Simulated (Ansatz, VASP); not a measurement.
# SbMo2N: VASP beside Ansatz, part 3 of 3

Aim: how closely do two programs agree when they are given the same cell, functional and k mesh? The cell is invented: As first built, before any earlier steps moved the atoms (in the runner's words): it takes the MoP structure with some of its atoms replaced by other elements, volume scaled by an estimate. It may not be a known or stable phase. The cell is taken from a series of VASP runs on this material, whose earlier steps may have relaxed, scaled or displaced it; both programs get it as it stands.

VASP 6.6.1 and Ansatz 0.2.0.

So far: The structure; Ansatz: zone-centre phonons, PBE; VASP: zone-centre phonons, PBE.

**3. VASP: zone-centre phonons, PBE (continued)**

Level of this step: PBE, no spin polarisation; plane waves and PAW (Sb, Mo_sv, N); invented cell (VASP).

Numbers of over 12 decimals in the logs are rounded to 6 here.

From OUTCAR (step 3):

```text
ion  position               nearest neighbor table
   1  0.333  0.667  0.000-   2 2.80   3 2.80   2 2.80   3 2.80   2 2.80   3 2.80
   2  0.000  0.000  0.311-   4 2.22   4 2.22   4 2.22   3 2.61   1 2.80   1 2.80   1 2.80
   3  0.000  0.000  0.689-   4 2.22   4 2.22   4 2.22   2 2.61   1 2.80   1 2.80   1 2.80
   4  0.333  0.667  0.500-   2 2.22   3 2.22   2 2.22   3 2.22   2 2.22   3 2.22

  LATTYP: Found a hexagonal cell.
 ALAT       =     3.1132811107
 C/A-ratio  =     2.2223782049

 Subroutine GETGRP returns: Found 12 space group operations
 (whereof 12 operations were pure point group operations)

The static configuration has the point symmetry D_3h.

 Found     30 irreducible k-points:

   k-points           NKPTS =     30   k-points in BZ     NKDIM =     30   number of bands    NBANDS=     25

   dimension x,y,z NGX =    24 NGY =   24 NGZ =   54
   dimension x,y,z NGXF=    48 NGYF=   48 NGZF=  108

   ENCUT  =  520.0 eV  38.22 Ry    6.18 a.u.   5.79  5.79 12.86*2*pi/ulx,y,z

   NELECT =      38.0000    total number of electrons

 k-points in reciprocal lattice and weights: Automatic mesh
   0.00000000  0.00000000  0.00000000       0.004
   0.12500000  0.00000000  0.00000000       0.023
   0.25000000  0.00000000  0.00000000       0.023
   0.37500000  0.00000000  0.00000000       0.023
   0.50000000  0.00000000  0.00000000       0.012
   0.12500000  0.12500000  0.00000000       0.023
   0.25000000  0.12500000  0.00000000       0.047
   0.37500000  0.12500000  0.00000000       0.047
   0.25000000  0.25000000  0.00000000       0.023
[...]
0.25000000  0.25000000  0.50000000       0.023
   0.37500000  0.25000000  0.50000000       0.023

 average (electrostatic) potential at core
       1 -80.8936       2 -69.9500       3 -69.9500       4 -57.8664

  Total       -0.0328296     -0.0328296     -0.0093328      0.0000000     -0.0000000     -0.0000000
  in kB       -0.9056745     -0.9056745     -0.2574667      0.0000000     -0.0000000     -0.0000000
  external PRESSURE =      -0.6896053 kB  Pullay stress =       0.0000000 kB

  energy-cutoff  :      520.00
  volume of cell :       58.08
      direct lattice vectors                 reciprocal lattice vectors
     3.113281111  0.000000000  0.000000000     0.321204531  0.185447517  0.000000000
    -1.556640555  2.696180614  0.000000000     0.000000000  0.370895034  0.000000000
     0.000000000  0.000000000  6.918888086     0.000000000  0.000000000  0.144531894

 POSITION                                       TOTAL-FORCE (eV/Angst)
 -----------------------------------------------------------------------------------
     -0.00000      1.79745      0.00000         0.000000     -0.000000      0.000000
      0.00000      0.00000      2.15283         0.000000     -0.000000      0.008335
      0.00000      0.00000      4.76606         0.000000     -0.000000     -0.008335
     -0.00000      1.79745      3.45944         0.000000      0.000000      0.000000
 -----------------------------------------------------------------------------------
    total drift:                                0.000010     -0.000006     -0.000000

 Eigenvectors and eigenvalues of the dynamical matrix
 ----------------------------------------------------

   1 f  =   12.110536 THz    76.092739 2PiTHz  403.963985 cm-1    50.085128 meV
             X         Y         Z           dx          dy          dz
     -0.000000  1.797454  0.000000     0.000007   -0.022030    0.000000
      0.000000  0.000000  2.152832    -0.000059    0.196219   -0.000000
      0.000000  0.000000  4.766056    -0.000059    0.196219    0.000000
     -0.000000  1.797454  3.459444     0.000289   -0.960474   -0.000000

   2 f  =   12.110535 THz    76.092737 2PiTHz  403.963973 cm-1    50.085127 meV
             X         Y         Z           dx          dy          dz
     -0.000000  1.797454  0.000000    -0.022030   -0.000007   -0.000000
      0.000000  0.000000  2.152832     0.196219    0.000059    0.000000
      0.000000  0.000000  4.766056     0.196219    0.000059   -0.000000
     -0.000000  1.797454  3.459444    -0.960474   -0.000289   -0.000000

   3 f  =   11.774306 THz    73.980145 2PiTHz  392.748566 cm-1    48.694594 meV
             X         Y         Z           dx          dy          dz
     -0.000000  1.797454  0.000000    -0.000000   -0.000000   -0.148232
      0.000000  0.000000  2.152832     0.000000    0.000000   -0.103281
      0.000000  0.000000  4.766056     0.000000    0.000000   -0.103281
     -0.000000  1.797454  3.459444    -0.000000   -0.000000    0.978107

   4 f  =    8.249603 THz    51.833787 2PiTHz  275.177150 cm-1    34.117603 meV
             X         Y         Z           dx          dy          dz
     -0.000000  1.797454  0.000000     0.000000   -0.000000   -0.000000
      0.000000  0.000000  2.152832     0.000000    0.000000   -0.707107
      0.000000  0.000000  4.766056     0.000000    0.000000    0.707107
     -0.000000  1.797454  3.459444    -0.000000    0.000000   -0.000000

   5 f  =    5.626552 THz    35.352667 2PiTHz  187.681562 cm-1    23.269537 meV
             X         Y         Z           dx          dy          dz
     -0.000000  1.797454  0.000000    -0.000000   -0.000000   -0.779697
      0.000000  0.000000  2.152832     0.000000    0.000000    0.442414
      0.000000  0.000000  4.766056     0.000000    0.000000    0.442414
     -0.000000  1.797454  3.459444    -0.000000   -0.000000   -0.024731

   6 f  =    5.166945 THz    32.464873 2PiTHz  172.350735 cm-1    21.368758 meV
             X         Y         Z           dx          dy          dz
     -0.000000  1.797454  0.000000    -0.000000    0.000000    0.000000
      0.000000  0.000000  2.152832     0.000213   -0.707107    0.000000
      0.000000  0.000000  4.766056    -0.000213    0.707107   -0.000000
     -0.000000  1.797454  3.459444    -0.000000   -0.000000   -0.000000

   7 f  =    5.166945 THz    32.464872 2PiTHz  172.350730 cm-1    21.368757 meV
             X         Y         Z           dx          dy          dz
     -0.000000  1.797454  0.000000     0.000000   -0.000000    0.000000
      0.000000  0.000000  2.152832     0.707107    0.000213    0.000000
      0.000000  0.000000  4.766056    -0.707107   -0.000213   -0.000000
     -0.000000  1.797454  3.459444    -0.000000    0.000000   -0.000000

   8 f  =    4.152382 THz    26.090187 2PiTHz  138.508560 cm-1    17.172865 meV
             X         Y         Z           dx          dy          dz
     -0.000000  1.797454  0.000000    -0.000239    0.792420    0.000000
      0.000000  0.000000  2.152832     0.000124   -0.410774   -0.000000
      0.000000  0.000000  4.766056     0.000124   -0.410774    0.000000
     -0.000000  1.797454  3.459444     0.000056   -0.186012    0.000000

   9 f  =    4.152382 THz    26.090186 2PiTHz  138.508556 cm-1    17.172865 meV
             X         Y         Z           dx          dy          dz
     -0.000000  1.797454  0.000000    -0.792420   -0.000239    0.000000
      0.000000  0.000000  2.152832     0.410774    0.000124   -0.000000
      0.000000  0.000000  4.766056     0.410774    0.000124   -0.000000
     -0.000000  1.797454  3.459444     0.186012    0.000056    0.000000

  10 f/i=    0.004624 THz     0.029056 2PiTHz    0.154252 cm-1     0.019125 meV
             X         Y         Z           dx          dy          dz
     -0.000000  1.797454  0.000000     0.609578   -0.000798    0.000000
      0.000000  0.000000  2.152832     0.541075   -0.000708    0.000000
      0.000000  0.000000  4.766056     0.541075   -0.000708    0.000000
     -0.000000  1.797454  3.459444     0.207095   -0.000271    0.000000

  11 f/i=    0.004624 THz     0.029056 2PiTHz    0.154252 cm-1     0.019125 meV
             X         Y         Z           dx          dy          dz
     -0.000000  1.797454  0.000000    -0.000798   -0.609578    0.000000
      0.000000  0.000000  2.152832    -0.000708   -0.541075    0.000000
      0.000000  0.000000  4.766056    -0.000708   -0.541075    0.000000
     -0.000000  1.797454  3.459444    -0.000271   -0.207095    0.000000

  12 f/i=    0.009021 THz     0.056681 2PiTHz    0.300910 cm-1     0.037308 meV
             X         Y         Z           dx          dy          dz
     -0.000000  1.797454  0.000000     0.000000   -0.000000   -0.608358
      0.000000  0.000000  2.152832     0.000000   -0.000000   -0.541851
      0.000000  0.000000  4.766056     0.000000   -0.000000   -0.541851
     -0.000000  1.797454  3.459444     0.000000   -0.000000   -0.206628

 ELASTIC MODULI CONTR FROM IONIC RELAXATION (kBar)
 Direction    XX          YY          ZZ          XY          YZ          ZX
 --------------------------------------------------------------------------------
 XX         -75.9552      8.0489   -111.1759      0.0000      0.0000     -0.0000
 YY           8.0489    -75.9552   -111.1759      0.0000     -0.0000     -0.0000
 ZZ        -111.1759   -111.1759   -364.0336      0.0000     -0.0000     -0.0000
 XY           0.0000      0.0000      0.0000    -42.0020     -0.0000      0.0000
 YZ           0.0000     -0.0000     -0.0000     -0.0000     -0.9052      0.0000
 ZX          -0.0000     -0.0000     -0.0000      0.0000      0.0000    -13.8478
 --------------------------------------------------------------------------------
```

This run has no spin polarisation, so a moment on Mo, if there is one, isn't seen. Energies printed during the response cycles are not total energies of the cell.

**4. Side by side**

Known differences besides the potentials themselves: the data sets hold 48 valence electrons in Ansatz (default PAW (the set named soft_2) files) and 38 in VASP; the cutoff is 420 eV in Ansatz and 520 eV in VASP; VASP leaves aspherical gradient terms in its spheres out (LASPH is not set), Ansatz keeps them. Total energies have different zeros and are not compared.

The two programs side by side:

```csv
quantity,Ansatz,VASP,difference
optical mode 1 to 2 (cm⁻¹),138.8,138.5,+0.19 %
optical mode 3 to 4 (cm⁻¹),172.3,172.4,-0.05 %
optical mode 5 (cm⁻¹),188.1,187.7,+0.23 %
optical mode 6 (cm⁻¹),273.9,275.2,-0.47 %
optical mode 7 (cm⁻¹),391.3,392.7,-0.37 %
optical mode 8 to 9 (cm⁻¹),403.5,404.0,-0.11 %
```

Modes are paired by rising frequency and degeneracy, not by their patterns, so a pair may still set unlike modes beside each other.

**5. Outcome**

* r.m.s. difference of the optical zone-centre modes, each program's sorted by frequency (zone-centre phonons, PBE): 0.70 cm⁻¹

**Reading.** The r.m.s. difference of the optical zone-centre modes, each program's sorted by frequency is 0.70 cm⁻¹ (zone-centre phonons, PBE). How closely two codes agree says nothing of how well the functional describes the real material.

[Lines on the potential files, build, host, timing and source positions are cut from VASP's logs without a mark.]

[Logs are printed without paths, hosts, clocks, repeated set-up lines and the standing remarks that a program may print on its own settings, such as how far it seeks lower states.]

[Hosts, paths, dates, database ids (printed as entryN), source tags and the programs' standing remarks are cut or masked in the printed files.]
